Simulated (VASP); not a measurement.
```
CSi
1.0
    0.00000     2.18000     2.18000
    2.18000     0.00000     2.18000
    2.18000     2.18000     0.00000
Si C
1 1
Direct
  0.00000   0.00000   0.00000
  0.25000   0.25000   0.25000
```

Method: PBEsol GGA, VASP's PBE PAW potentials (set 64) (plane waves; VASP). Settings: 520 eV cut-off, 9×9×9 Γ-centred mesh, Gaussian smearing of 0.050 eV, potentials Si C.

### Question
What does the run give for the energy per atom (σ→0)?

### Answer

```json
{
 "energy per atom (σ→0)": "-7.957 eV/atom"
}
```

Total energies compare only between runs with the same potentials, cut-off and functional.

The compound is SiC in the zinc blende structure. The cell was not relaxed at this level. The run is one of a series of settings (GGA = PS against the base run), some of them coarse on purpose.
